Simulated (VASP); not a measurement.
A run of VASP 6.6.1:

Contents of POSCAR:

```
Mg5Cd3O8                                
1.0
    3.1479808438     -0.0000000000      0.0000000000
   -0.0000000000      3.1479808438      0.0000000000
   -0.0000000000     -0.0000000000     17.7288901081
  Cd              Mg              O             
     3     5     8
Direct
     1.0000000000000000    0.0000000000000000    0.9955675315644568
     0.5000000000000000    0.5000000000000000    0.1350114399999995
     0.0000000000000000    0.0000000000000000    0.2744553484355423
     0.5000000000000000    0.5000000000000000    0.4035729184289106
     0.0000000000000000    0.0000000000000000    0.5201876749430688
     0.5000000000000000    0.5000000000000000    0.6350114399999995
     0.0000000000000000    1.0000000000000000    0.7498352150569311
     0.5000000000000000    0.5000000000000000    0.8664499615710887
     0.5000000000000000    0.5000000000000000    0.9897267352159105
     0.0000000000000000    0.0000000000000000    0.1350114399999995
     0.5000000000000000    0.5000000000000000    0.2802961447840887
     0.0000000000000000    0.0000000000000000    0.4056114335278097
     0.5000000000000000    0.5000000000000000    0.5197140955714863
     0.0000000000000000    0.0000000000000000    0.6350114399999995
     0.5000000000000000    0.5000000000000000    0.7503087944285136
     0.0000000000000000    1.0000000000000000    0.8644114464721893
```

File INCAR.step1:

```
PREC = Accurate
ENCUT = 520
EDIFF = 1E-5
ISMEAR = -1
SIGMA = 0.05
LREAL = False
LASPH = True
NELM = 60
ALGO = Normal
ISIF = 2
LWAVE = True
GGA = PE
```

INCAR.step2

```
PREC = Accurate
ENCUT = 520
EDIFF = 1E-6
ISMEAR = -1
SIGMA = 0.05
LREAL = False
LASPH = True
NELM = 60
ALGO = Normal
ISIF = 2
LWAVE = False
LCHARG = True
GGA = PE
LHFCALC = True
HFSCREEN = 0.2
PRECFOCK = Fast
LELF = True
LVHAR = True
ISTART = 1
```

The input KPOINTS:

```
Automatic mesh
0
Gamma
  4 4 1
```

Potentials or basis: VASP PAW PBE potentials, release 64 (Cd, Mg, O).

The run is started by

```sh
$ cat potpaw_PBE.64/Cd/POTCAR potpaw_PBE.64/Mg/POTCAR potpaw_PBE.64/O/POTCAR > POTCAR
$ cp INCAR.step1 INCAR
$ mpirun -np 8 vasp_std > vasp.out
$ cp INCAR.step2 INCAR
$ mpirun -np 8 vasp_std > vasp.out
```

Hardware: 8 MPI ranks on Intel(R) Xeon(R) Platinum 8488C (Sapphire Rapids) (shared host).

Question: Estimate the wall time of this run.

Answer: It took 18 min on 8 MPI ranks on Intel(R) Xeon(R) Platinum 8488C (Sapphire Rapids) (shared host), peak memory 0.3 GiB a rank. Counts: scf iterations 22, k points 6.
